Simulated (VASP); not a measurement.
Consider the following.

```xyz
2
Lattice="4.2282 0.0000 0.0000 0.0000 4.2282 0.0000 0.0000 0.0000 4.2282" Properties=species:S:1:pos:R:3 pbc="T T T"
K      0.0000     0.0000     0.0000
I      2.1141     2.1141     2.1141
```

Computed with PBEsol GGA, VASP's PBE PAW potentials (set 64) (plane waves; VASP). Run with 400 eV cut-off, Gaussian smearing of 0.050 eV, potentials K_sv I.

Unless said otherwise, spin-orbit coupling is left out, though it shifts the bands of the heavy elements here.

### Question
Estimate the band gap (along the path) with the smallest direct gap where there is one.

### Answer

The band gap (along the path) is 3.29 eV. The smallest direct gap (along the path) is 3.68 eV.

Only differences to runs with the same potentials and settings are physical.

The structure was generated: KI was put into the CsCl type type (Pm-3m), which need not be its known phase. It was relaxed first, which changed the volume by -14 %.
